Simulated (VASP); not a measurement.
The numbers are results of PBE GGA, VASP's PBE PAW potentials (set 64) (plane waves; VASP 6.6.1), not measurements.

VASP ran on this input.

**KPOINTS**
```
Automatic mesh
0
Gamma
8 8 8
0 0 0
```

INCAR:
```
SYSTEM = Sn
PREC = Accurate
ENCUT = 300
EDIFF = 1E-6
NELM = 100
ALGO = Normal
LREAL = .FALSE.
LASPH = .TRUE.
ISMEAR = 0
SIGMA = 0.1
GGA = PE
LMAXMIX = 4
LWAVE = .FALSE.
LCHARG = .FALSE.
ISIF = 2
```

POSCAR:
```
Sn
1
   -2.9150000000     2.9150000000     1.5900000000
    2.9150000000    -2.9150000000     1.5900000000
    2.9150000000     2.9150000000    -1.5900000000
Sn
2
Direct
  0.2500000000   0.7500000000   0.5000000000
  0.0000000000   0.0000000000   0.0000000000
```

POTCAR, in this order: Sn_d (PBE.64 set). Program: vasp_std.

At this cut-off the stress carries a Pulay error, which pulls relaxed volumes low. Unless said otherwise, spin-orbit coupling is left out, though it shifts the bands of the heavy elements here.

Problem. Estimate the energy per atom (σ→0), pressure, band gap (on the k-mesh).

Solution. 
```
Property                                                     Value
------------------------  ----------------------------------------
energy per atom (σ→0)                               -3.787 eV/atom
band gap (on the k-mesh)  none (metal, semimetal or under 0.01 eV)
pressure                                                  2.22 GPa
```

### OSZICAR
```
...
DAV:   5    -0.759525826100E+01   -0.11685E-01   -0.11685E-01  2874   0.329E+00    0.238E+00
DAV:   6    -0.758050491982E+01    0.14753E-01   -0.26371E-02  2752   0.250E+00    0.135E+00
DAV:   7    -0.757590456455E+01    0.46004E-02   -0.18952E-02  2744   0.205E+00    0.145E-01
DAV:   8    -0.757579905237E+01    0.10551E-03   -0.17917E-03  2480   0.628E-01    0.342E-02
DAV:   9    -0.757580660018E+01   -0.75478E-05   -0.46753E-05  2564   0.702E-02    0.138E-02
DAV:  10    -0.757580515227E+01    0.14479E-05   -0.60487E-06  2386   0.347E-02    0.173E-03
DAV:  11    -0.757580525390E+01   -0.10163E-06   -0.23998E-07  1122   0.737E-03
   1 F= -.75758053E+01 E0= -.75731045E+01  d E =-.540144E-02
```

The structure is a typed Sn crystal (I4_1/amd). The cell was not relaxed at this level.
